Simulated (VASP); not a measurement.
OSZICAR of a VASP run on SrTiO₃ (cubic perovskite):

### OSZICAR
```
       N       E                     dE             d eps       ncg     rms          rms(c)
DAV:   1     0.420499159881E+03    0.42050E+03   -0.22232E+04   960   0.189E+03
DAV:   2    -0.529562676916E+02   -0.47346E+03   -0.46519E+03  1200   0.511E+02
DAV:   3    -0.955809710059E+02   -0.42625E+02   -0.42168E+02  1480   0.147E+02
DAV:   4    -0.975124271919E+02   -0.19315E+01   -0.19303E+01  1368   0.272E+01
DAV:   5    -0.975885643485E+02   -0.76137E-01   -0.76123E-01  1384   0.428E+00    0.275E+01
DAV:   6    -0.730078780452E+02    0.24581E+02   -0.46788E+01  1448   0.781E+01    0.151E+01
DAV:   7    -0.740886114012E+02   -0.10807E+01   -0.50983E+00  1120   0.180E+01    0.730E+00
DAV:   8    -0.771081998836E+02   -0.30196E+01   -0.18651E+00  1344   0.132E+01    0.289E+00
DAV:   9    -0.740726701793E+02    0.30355E+01   -0.11628E+00  1368   0.104E+01    0.174E+00
DAV:  10    -0.745020690505E+02   -0.42940E+00   -0.21421E-01  1272   0.456E+00    0.962E-01
DAV:  11    -0.744322051731E+02    0.69864E-01   -0.23070E-02  1128   0.164E+00    0.449E-01
DAV:  12    -0.745047908377E+02   -0.72586E-01   -0.34501E-02  1016   0.194E+00    0.173E-01
DAV:  13    -0.745100936181E+02   -0.53028E-02   -0.88498E-03  1096   0.114E+00    0.109E-01
DAV:  14    -0.745099233809E+02    0.17024E-03   -0.20423E-03  1360   0.485E-01    0.548E-02
DAV:  15    -0.745104578543E+02   -0.53447E-03   -0.56326E-04  1064   0.263E-01    0.417E-02
DAV:  16    -0.745105062542E+02   -0.48400E-04   -0.11161E-04  1224   0.110E-01    0.292E-02
DAV:  17    -0.745105543162E+02   -0.48062E-04   -0.18073E-05  1192   0.442E-02    0.756E-03
DAV:  18    -0.745105594369E+02   -0.51207E-05   -0.89675E-06  1080   0.332E-02    0.805E-03
DAV:  19    -0.745105807174E+02   -0.21280E-04   -0.48570E-06  1336   0.198E-02    0.228E-03
DAV:  20    -0.745105833648E+02   -0.26474E-05   -0.64158E-07  1088   0.820E-03    0.139E-03
DAV:  21    -0.745105843739E+02   -0.10091E-05   -0.41266E-07  1016   0.692E-03    0.680E-04
DAV:  22    -0.745105856924E+02   -0.13185E-05   -0.15537E-07   656   0.450E-03    0.206E-04
DAV:  23    -0.745105858617E+02   -0.16934E-06   -0.19456E-08   552   0.168E-03    0.280E-04
DAV:  24    -0.745105855599E+02    0.30184E-06   -0.47726E-09   576   0.672E-04    0.159E-04
DAV:  25    -0.745105852690E+02    0.29084E-06   -0.25861E-09   560   0.424E-04    0.144E-04
DAV:  26    -0.745105849448E+02    0.32427E-06   -0.21226E-09   576   0.371E-04    0.923E-05
DAV:  27    -0.745105849639E+02   -0.19141E-07   -0.11391E-09   544   0.285E-04
   1 F= -.74510585E+02 E0= -.74510585E+02  d E =-.108105E-18
```

**Question.** Which electronic solver shows in the log?

**Answer.** It is blocked Davidson (ALGO = Normal, or the opening steps of other solvers). The INCAR had ALGO = Normal.

**Question.** Can the final energy be trusted as converged?

**Answer.** The run converged. It stopped with EDIFF = 1E-7, NELM = 100 (SCAN meta-GGA, plane waves, VASP's PBE PAW potentials (set 64)).

The compound is SrTiO3 in the cubic perovskite structure, the ideal cubic form; the compound distorts at low or room temperature. It was relaxed first.
